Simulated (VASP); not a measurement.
```
MoP
1.0
    0.00000     2.67369     2.67369
    2.67369     0.00000     2.67369
    2.67369     2.67369     0.00000
Mo P
1 1
Cartesian
  0.00000   0.00000   0.00000
  1.33685   1.33685   1.33685
```

Calculation: PBEsol GGA, VASP's PBE PAW potentials (set 64) (plane waves; VASP). Run with 400 eV cut-off, Gaussian smearing of 0.050 eV, potentials Mo_sv P.

Give the energies of bands 6 to 12 at the high-symmetry points, in eV from the Fermi level.

```
band      Γ      X      U      L      W
----  -----  -----  -----  -----  -----
6     -3.96  -5.26  -4.70  -4.42  -4.38
7     -3.96  -2.15  -2.77  -3.49  -3.43
8     -3.96  -2.15  -2.58  -3.49  -2.17
9     -0.39  -1.39  -1.59   0.12  -1.50
10    -0.39   0.72  -0.04   0.12  -0.41
11     3.84   0.92   0.73   0.58   0.81
12     6.18   1.45   2.46   3.76   1.90
```

It has no gap at this level: it comes out as a metal or semimetal.

The structure was generated: MoP was put into the zinc blende type (F-43m), which need not be its known phase. It was relaxed first, which changed the volume by -30 %. The electron count is odd and the run is not spin-polarised, which forces a metal.
